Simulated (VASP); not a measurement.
VASP runs on NiN (a trial cell in the NiAs structure, space group P6_3/mmc) share one base input (PBE GGA, plane waves, VASP's PBE PAW potentials (set 64)) and change the settings named in each case.

File KPOINTS:
```
Automatic mesh
0
Gamma
7 7 4
0 0 0
```

### INCAR
```
# general
SYSTEM   =  NiN
PREC     =  Accurate
ENCUT    =  520   # plane-wave cut-off (eV)
LREAL    =  .False.
LASPH    =  .True.   # aspherical one-centre terms

# electronic loop
EDIFF    =  1E-6   # SCF stop (eV)
NELM     =  100
ALGO     =  Normal   # blocked Davidson
LMAXMIX  =  4

# smearing
ISMEAR   =  0
SIGMA    =  0.05   # width (eV)

# functional
GGA      =  PE

# spin
ISPIN    =  2   # spin-polarised
MAGMOM   =  2*2.0 2*0.0

# ions
ISIF     =  2   # forces and stress, cell fixed

# output
LWAVE    =  .False.
LCHARG   =  .False.
LORBIT   =  10
```

### POSCAR
```
NiN
1
    3.4808690000     0.0000000000     0.0000000000
   -1.7404350000     3.0145210000     0.0000000000
    0.0000000000     0.0000000000     4.8514790000
Ni N
2 2
Direct
  0.0000000000   0.0000000000   0.0000000000
  0.0000000000   0.0000000000   0.5000000000
  0.3333330000   0.6666670000   0.2500000000
  0.6666670000   0.3333330000   0.7500000000
```

POTCAR, in this order: Ni N (PBE.64 set). Program: vasp_std.

| change | E(σ→0) (eV/atom) | −TS (eV) | plane waves |
|---|---|---|---|
| base run | -5.4580 | -0.0051 | 1388 |
| PREC = Low | -5.4583 | -0.0051 | 1388 |
| PREC = Normal | -5.4580 | -0.0051 | 1388 |
| PREC = Single | -5.4584 | -0.0051 | 1388 |
| ADDGRID = .TRUE. | -5.4579 | -0.0051 | 1388 |
| LASPH = .FALSE. | ___ | ___ | 1388 |
| LREAL = Auto | -5.4581 | -0.0051 | 1388 |

Fill in the missing entries.

- LASPH = .FALSE., E(σ→0) (eV/atom): -5.4508
- LASPH = .FALSE., −TS (eV): -0.0053

The moments were started parallel, and other spin orders were not tried in this run.

Left out are runs that ran out of time, are held back, or changed the cell or the kind of run, fixed moments of cells without a moment, rows past the twelfth, gaps on odd meshes, pressures of charged cells and columns that move by less than the noise.

The structure was generated: NiN was put into the NiAs type (P6_3/mmc), which need not be its known phase. The cell was not relaxed at this level.
